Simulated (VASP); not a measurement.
Consider the following.

```
CELL_PARAMETERS angstrom
      1.50335    -2.53880     0.00000
      1.50335     2.53880     0.00000
      0.00000     0.00000     5.70322
ATOMIC_POSITIONS crystal
  Cd 0.33333 0.66667 0.25000
  Cd 0.68577 0.35244 0.75000
```

These are PBE GGA, VASP's PBE PAW potentials (set 64) (plane waves; VASP 6.6.1) values and carry that method's errors. Settings: 800 eV cut-off, 13×13×6 Γ-centred mesh, first-order Methfessel-Paxton smearing of 0.10 eV, potentials Cd.

**Question.** Give the stress tensor in GPa (positive for a compressed cell).

**Answer.** 
```
2.36  0.04  0.00
0.04  5.24  0.00
0.00  0.00  1.46
```
The pressure is its mean diagonal, 3.02 GPa.

The compound is Cd in the hcp structure. The cell was not relaxed at this level, atoms are displaced from their ideal sites. The run is one of a series of settings (ENCUT = 800 against the base run), some of them coarse on purpose.
